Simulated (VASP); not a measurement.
```
CELL_PARAMETERS angstrom
      0.00000     2.42881     2.42881
      2.42881     0.00000     2.42881
      2.42881     2.42881     0.00000
ATOMIC_POSITIONS crystal
  Ca 0.00000 0.00000 0.00000
  O  0.50000 0.50000 0.50000
```

The numbers are results of PBE GGA with D4 dispersion, VASP's PBE PAW potentials (set 64) (plane waves; VASP), not measurements. Run with 520 eV cut-off, 9×9×9 Γ-centred mesh, Gaussian smearing of 0.050 eV, potentials Ca_sv O.

Give the stress tensor in GPa (positive for a compressed cell).

```
-3.12   0.00   0.00
 0.00  -3.12   0.00
 0.00   0.00  -3.12
```
The pressure is its mean diagonal, -3.12 GPa.

The compound is CaO in the rock salt structure. This cell is one point of a volume scan, at 1.03 of the reference volume.
